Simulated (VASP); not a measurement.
Here is a VASP 6.6.1 calculation.

File INCAR:

```
ALGO = Fast
EDIFF = 1E-7
ENCUT = 300
GGA = PE
ISIF = 2
ISMEAR = 0
ISPIN = 2
LASPH = T
LCHARG = F
LMAXMIX = 4
LORBIT = 11
LREAL = F
LWAVE = F
MAGMOM = 0.8
NELM = 120
PREC = Accurate
SIGMA = 0.1
```

KPOINTS

```
k-points
0
Gamma
  14 14 14
```

POSCAR

```
Ni
1.0
    0.0000000000      1.7619350000      1.7619350000
    1.7619350000      0.0000000000      1.7619350000
    1.7619350000      1.7619350000      0.0000000000
Ni
1
Direct
    0.0000000000      0.0000000000      0.0000000000
```

Potentials or basis: VASP PAW PBE potentials, release 64 (Ni).

Launch:

```bash
$ cat potpaw_PBE.64/Ni/POTCAR > POTCAR
$ mpirun -np 1 vasp_std > vasp.out
```

Question: Estimate the net moment.

Answer: 0.59 μB per cell.

Question: Estimate the site moments.

Answer: Ni +0.61 μB.

Question: Predict the band gap on the k mesh.

Answer: None (metal or under the smearing width).
